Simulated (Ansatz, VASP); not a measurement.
# Cross-check of Sb2O3 (Senarmontite) between VASP and Ansatz, part 2 of 3

One calculation is typed for both programs; each brings its own data sets. How far apart do they land? The cell is taken from a series of runs on this material, whose earlier steps may have relaxed, scaled, displaced or heated it; both programs get it as it stands.

VASP 6.6.1 and Ansatz 0.2.0.

So far: The structure; VASP: zone-centre phonons, LDA.

## 2. VASP: zone-centre phonons, LDA (continued)

Level of this step: LDA; plane waves and PAW (Sb, O) (VASP).

From OUTCAR (step 2):

```text
ion  position               nearest neighbor table
   1  0.880  0.880  0.880-  11 1.99  15 1.99  20 1.99  16 2.75  17 2.75  12 2.75   3 3.65   5 3.65
                             7 3.65
   2  0.891  0.370  0.370-  19 1.99  16 1.99  12 1.99  15 2.75  20 2.75   9 2.75   4 3.65   6 3.65
                             8 3.65
   3  0.880  0.880  0.359-  20 1.99  13 1.99   9 1.99  19 2.75  10 2.75  16 2.75   1 3.65   5 3.65
                             7 3.65
   4  0.370  0.891  0.370-  10 1.99  16 1.99  17 1.99  11 2.75  20 2.75  13 2.75   2 3.65   6 3.65
                             8 3.65
   5  0.359  0.880  0.880-  11 1.99  13 1.99  18 1.99  14 2.75  10 2.75  17 2.75   1 3.65   3 3.65
                             7 3.65
   6  0.370  0.370  0.370-  10 1.99  14 1.99  19 1.99   9 2.75  18 2.75  13 2.75   2 3.65   4 3.65
                             8 3.65
   7  0.880  0.359  0.880-  15 1.99   9 1.99  18 1.99  14 2.75  19 2.75  12 2.75   1 3.65   3 3.65
                             5 3.65
   8  0.370  0.370  0.891-  14 1.99  12 1.99  17 1.99  15 2.75  11 2.75  18 2.75   2 3.65   4 3.65
                             6 3.65
   9  0.807  0.193  0.193-   3 1.99   7 1.99   6 2.75   2 2.75
  10  0.443  0.057  0.443-   4 1.99   6 1.99   5 2.75   3 2.75
  11  0.193  0.807  0.807-   5 1.99   1 1.99   4 2.75   8 2.75
  12  0.057  0.443  0.057-   2 1.99   8 1.99   1 2.75   7 2.75
  13  0.193  0.807  0.193-   3 1.99   5 1.99   6 2.75   4 2.75
  14  0.443  0.443  0.057-   8 1.99   6 1.99   7 2.75   5 2.75
  15  0.807  0.193  0.807-   7 1.99   1 1.99   2 2.75   8 2.75
  16  0.057  0.057  0.443-   2 1.99   4 1.99   1 2.75   3 2.75
  17  0.443  0.057  0.057-   4 1.99   8 1.99   1 2.75   5 2.75
  18  0.193  0.193  0.807-   5 1.99   7 1.99   6 2.75   8 2.75
  19  0.057  0.443  0.443-   2 1.99   6 1.99   3 2.75   7 2.75
  20  0.807  0.807  0.193-   3 1.99   1 1.99   2 2.75   4 2.75

  LATTYP: Found a face centered cubic cell.
 ALAT       =    10.7812560386

 Subroutine GETGRP returns: Found 48 space group operations
 (whereof 24 operations were pure point group operations)

The static configuration has the point symmetry T_d .
 The point group associated with its full space group is O_h .

 Found      3 irreducible k-points:

   k-points           NKPTS =      3   k-points in BZ     NKDIM =      3   number of bands    NBANDS=     76

   dimension x,y,z NGX =    64 NGY =   64 NGZ =   64
   dimension x,y,z NGXF=   128 NGYF=  128 NGZF=  128

   ENCUT  =  600.0 eV  44.10 Ry    6.64 a.u.  15.23 15.23 15.23*2*pi/ulx,y,z

   NELECT =     112.0000    total number of electrons

 k-points in reciprocal lattice and weights: Automatic mesh
   0.00000000  0.00000000  0.00000000       0.125
   0.50000000  0.00000000  0.00000000       0.500
   0.50000000  0.50000000  0.00000000       0.375

 average (electrostatic) potential at core
       1 -87.6419       2 -87.6419       3 -87.6419       4 -87.6419       5 -87.6419
       6 -87.6419       7 -87.6419       8 -87.6419       9 -70.0660      10 -70.0660
      11 -70.0660      12 -70.0660      13 -70.0660      14 -70.0660      15 -70.0660
      16 -70.0660      17 -70.0660      18 -70.0660      19 -70.0660      20 -70.0660

  Total        3.7597615      3.7597615      3.7597615     -0.0000000     -0.0000000      0.0000000
[...]
X         Y         Z           dx          dy          dz
      9.492275  9.492275  9.492275    -0.020448   -0.020448   -0.081252
      3.984295  6.796961  6.796961     0.020448   -0.020448   -0.081252
      6.679609  6.679609  9.492275     0.020448    0.020448   -0.081252
      6.796961  3.984295  6.796961    -0.020448    0.020448   -0.081252
      9.492275  6.679609  6.679609     0.020448   -0.020448   -0.081252
      3.984295  3.984295  3.984295    -0.020448   -0.020448   -0.081252
      6.679609  9.492275  6.679609    -0.020448    0.020448   -0.081252
      6.796961  6.796961  3.984295     0.020448    0.020448   -0.081252
      2.078132  5.390628  5.390628     0.000000   -0.265854    0.216235
      2.695314  4.773446  2.695314     0.265854   -0.000000    0.216235
      8.703124  5.390628  5.390628     0.000000    0.265854    0.216235
      2.695314  0.617182  2.695314    -0.265854   -0.000000    0.216235
      5.390628  2.078132  5.390628    -0.265854    0.000000    0.216235
      2.695314  2.695314  4.773446     0.000000    0.000000    0.015877
      5.390628  8.703124  5.390628     0.265854    0.000000    0.216235
      2.695314  2.695314  0.617182    -0.000000    0.000000    0.015877
      0.617182  2.695314  2.695314    -0.000000   -0.265854    0.216235
      5.390628  5.390628  2.078132    -0.000000    0.000000    0.015877
      4.773446  2.695314  2.695314    -0.000000    0.265854    0.216235
      5.390628  5.390628  8.703124    -0.000000   -0.000000    0.015877

   2 f  =   21.545444 THz   135.374015 2PiTHz  718.678644 cm-1    89.104755 meV
             X         Y         Z           dx          dy          dz
      9.492275  9.492275  9.492275    -0.059373    0.023971   -0.007118
      3.984295  6.796961  6.796961    -0.080283    0.059117    0.028028
      6.679609  6.679609  9.492275    -0.059373    0.023971    0.007118
      6.796961  3.984295  6.796961    -0.080283    0.059117   -0.028028
      9.492275  6.679609  6.679609    -0.080283    0.059117    0.028028
      3.984295  3.984295  3.984295    -0.059373    0.023971   -0.007118
      6.679609  9.492275  6.679609    -0.080283    0.059117   -0.028028
      6.796961  6.796961  3.984295    -0.059373    0.023971    0.007118
      2.078132  5.390628  5.390628     0.013645   -0.110561    0.135932
      2.695314  4.773446  2.695314     0.185832   -0.008118    0.228475
      8.703124  5.390628  5.390628     0.013645   -0.110561   -0.135932
      2.695314  0.617182  2.695314     0.185832   -0.008118   -0.228475
      5.390628  2.078132  5.390628     0.185832   -0.008118   -0.228475
      2.695314  2.695314  4.773446     0.049900    0.117914    0.000000
      5.390628  8.703124  5.390628     0.185832   -0.008118    0.228475
      2.695314  2.695314  0.617182     0.321764   -0.339037    0.000000
      0.617182  2.695314  2.695314     0.013645   -0.110561    0.135932
      5.390628  5.390628  2.078132     0.321764   -0.339037   -0.000000
      4.773446  2.695314  2.695314     0.013645   -0.110561   -0.135932
      5.390628  5.390628  8.703124     0.049900    0.117914   -0.000000

   3 f  =   21.545444 THz   135.374015 2PiTHz  718.678644 cm-1    89.104755 meV
             X         Y         Z           dx          dy          dz
      9.492275  9.492275  9.492275    -0.059117   -0.080283   -0.028028
      3.984295  6.796961  6.796961    -0.023971   -0.059373   -0.007118
      6.679609  6.679609  9.492275    -0.059117   -0.080283    0.028028
      6.796961  3.984295  6.796961    -0.023971   -0.059373    0.007118
      9.492275  6.679609  6.679609    -0.023971   -0.059373   -0.007118
      3.984295  3.984295  3.984295    -0.059117   -0.080283   -0.028028
      6.679609  9.492275  6.679609    -0.023971   -0.059373    0.007118
      6.796961  6.796961  3.984295    -0.059117   -0.080283    0.028028
      2.078132  5.390628  5.390628     0.008118    0.185832   -0.228475
      2.695314  4.773446  2.695314     0.110561    0.013645    0.135932
      8.703124  5.390628  5.390628     0.008118    0.185832    0.228475
      2.695314  0.617182  2.695314     0.110561    0.013645   -0.135932
      5.390628  2.078132  5.390628     0.110561    0.013645   -0.135932
      2.695314  2.695314  4.773446     0.339037    0.321764    0.000000
      5.390628  8.703124  5.390628     0.110561    0.013645    0.135932
      2.695314  2.695314  0.617182    -0.117914    0.049900    0.000000
      0.617182  2.695314  2.695314     0.008118    0.185832   -0.228475
      5.390628  5.390628  2.078132    -0.117914    0.049900   -0.000000
      4.773446  2.695314  2.695314     0.008118    0.185832    0.228475
      5.390628  5.390628  8.703124     0.339037    0.321764   -0.000000

   4 f  =   21.430838 THz   134.653926 2PiTHz  714.855805 cm-1    88.630784 meV
             X         Y         Z           dx          dy          dz
      9.492275  9.492275  9.492275    -0.025371    0.044177    0.004782
      3.984295  6.796961  6.796961     0.066140   -0.075382   -0.035987
      6.679609  6.679609  9.492275    -0.025371    0.044177   -0.004782
      6.796961  3.984295  6.796961     0.066140   -0.075382    0.035987
      9.492275  6.679609  6.679609    -0.066140    0.075382    0.035987
      3.984295  3.984295  3.984295     0.025371   -0.044177   -0.004782
      6.679609  9.492275  6.679609    -0.066140    0.075382   -0.035987
      6.796961  6.796961  3.984295     0.025371   -0.044177    0.004782
      2.078132  5.390628  5.390628    -0.024204   -0.209932    0.172760
      2.695314  4.773446  2.695314    -0.160684   -0.031622   -0.132232
      8.703124  5.390628  5.390628    -0.024204   -0.209932   -0.172760
      2.695314  0.617182  2.695314    -0.160684   -0.031622    0.132232
      5.390628  2.078132  5.390628     0.160684    0.031622   -0.132232
      2.695314  2.695314  4.773446     0.012077    0.077700   -0.000000
      5.390628  8.703124  5.390628     0.160684    0.031622    0.132232
      2.695314  2.695314  0.617182    -0.333444    0.342164    0.000000
      0.617182  2.695314  2.695314     0.024204    0.209932   -0.172760
      5.390628  5.390628  2.078132     0.333444   -0.342164    0.000000
      4.773446  2.695314  2.695314     0.024204    0.209932    0.172760
      5.390628  5.390628  8.703124    -0.012077   -0.077700   -0.000000

   5 f  =   21.430838 THz   134.653926 2PiTHz  714.855805 cm-1    88.630784 meV
             X         Y         Z           dx          dy          dz
      9.492275  9.492275  9.492275    -0.025670   -0.025670   -0.075281
      3.984295  6.796961  6.796961    -0.025670    0.025670    0.075281
      6.679609  6.679609  9.492275     0.025670    0.025670   -0.075281
      6.796961  3.984295  6.796961     0.025670   -0.025670    0.075281
      9.492275  6.679609  6.679609     0.025670   -0.025670   -0.075281
      3.984295  3.984295  3.984295     0.025670    0.025670    0.075281
      6.679609  9.492275  6.679609    -0.025670    0.025670   -0.075281
      6.796961  6.796961  3.984295    -0.025670   -0.025670    0.075281
      2.078132  5.390628  5.390628     0.000000   -0.217558    0.264368
      2.695314  4.773446  2.695314    -0.217558   -0.000000   -0.264368
      8.703124  5.390628  5.390628    -0.000000    0.217558    0.264368
      2.695314  0.617182  2.695314     0.217558   -0.000000   -0.264368
      5.390628  2.078132  5.390628    -0.217558    0.000000    0.264368
      2.695314  2.695314  4.773446     0.000000    0.000000    0.039822
      5.390628  8.703124  5.390628     0.217558   -0.000000    0.264368
      2.695314  2.695314  0.617182    -0.000000    0.000000    0.039822
      0.617182  2.695314  2.695314    -0.000000    0.217558   -0.264368
      5.390628  5.390628  2.078132    -0.000000    0.000000   -0.039822
      4.773446  2.695314  2.695314    -0.000000   -0.217558   -0.264368
      5.390628  5.390628  8.703124    -0.000000   -0.000000   -0.039822

   6 f  =   21.430838 THz   134.653926 2PiTHz  714.855805 cm-1    88.630784 meV
    [... 1261 further lines ...]
      4.773446  2.695314  2.695314    -0.106492   -0.048568    0.003576
      5.390628  5.390628  8.703124    -0.106460   -0.048639    0.003610

 ELASTIC MODULI CONTR FROM IONIC RELAXATION (kBar)
 Direction    XX          YY          ZZ          XY          YZ          ZX
 --------------------------------------------------------------------------------
 XX       -1371.9751   -919.0316   -919.0316     -0.0000     -0.0000      0.0000
 YY        -919.0316  -1371.9751   -919.0316     -0.0000     -0.0000      0.0000
 ZZ        -919.0316   -919.0316  -1371.9751     -0.0000     -0.0000      0.0000
 XY          -0.0000     -0.0000     -0.0000   -813.2417      0.0000      0.0000
 YZ          -0.0000     -0.0000     -0.0000     -0.0000   -813.2417      0.0000
 ZX           0.0000      0.0000      0.0000      0.0000      0.0000   -813.2417
 --------------------------------------------------------------------------------
```

(Continued in part 3 of 3.)

[Lines on the potential files, build, host, timing and source positions are cut from VASP's logs without a mark.]

[Logs are printed without paths, hosts, clocks, repeated set-up lines and the standing remarks that a program may print on its own settings, such as how far it seeks lower states.]

[Hosts, paths, dates, database ids (printed as entryN), source tags and the programs' standing remarks are cut or masked in the printed files.]
